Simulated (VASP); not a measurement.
An input for Ansatz (written as the equivalent of a VASP run, and not itself run):

Ansatz 0.2 input:
```yaml
crystal:
  lattice:
    - [0.0000000, 2.8705648, 2.8705648]
    - [2.8705648, 0.0000000, 2.8705648]
    - [2.8705648, 2.8705648, 0.0000000]
  atoms:
    - { symbol: Zn, position: [0.0000000, 0.0000000, 0.0000000] }
    - { symbol: Se, position: [0.2500000, 0.2500000, 0.2500000] }
kpoints:
  mp_grid: { grid: [8, 8, 8] }
hamiltonian:
  xc: pbe
  pseudopotentials: { kind: paw }
scf:
  occupations: { method: gaussian, width: 0.05 }
  max_iter: 100
relax:
  max_steps: 40
  f_tol: 0.02
  cell: { p_target: 5 }
output: { forces: true, stress: true, eigenvalues: true }
```

Task: Write the VASP files for the same calculation (PBE).

Result: This is not unique; one that fits is 
### KPOINTS
```
kpoints
0
Gamma
 8 8 8
0 0 0
```

File POSCAR:
```
ZnSe
1.0
  0.0000000000   2.8705647975   2.8705647975
  2.8705647975   0.0000000000   2.8705647975
  2.8705647975   2.8705647975   0.0000000000
Zn Se
1 1
Cartesian
  0.0000000000   0.0000000000   0.0000000000
  1.4352823988   1.4352823988   1.4352823988
```

**INCAR**
```
ALGO  =  Normal
EDIFF  =  1E-6
EDIFFG  =  -0.02
ENCUT  =  500
GGA  =  PE
IBRION  =  2
ISIF  =  3
ISMEAR  =  0
LASPH  =  .True.
LCHARG  =  .False.
LMAXMIX  =  4
LREAL  =  .False.
LWAVE  =  .False.
NELM  =  100
NSW  =  40
PREC  =  Accurate
PSTRESS  =  50
SIGMA  =  0.05
SYSTEM  =  ZnSe
```

POTCAR, in this order: Zn Se (PBE.64 set). Program: vasp_std.

The two are equivalent in intent, not identical: each code has its own PAW files, so the cut-off isn't converted (ENCUT is set for VASP's; basis.ecutwfc is left out, and Ansatz then takes the one that its files recommend); Ansatz stops its SCF on the density residual and VASP on the energy change (EDIFF).

The compound is ZnSe in the zinc blende structure. This run relaxes it under an external pressure of 5 GPa. Symmetry was kept, so distortions that lower it aren't found.
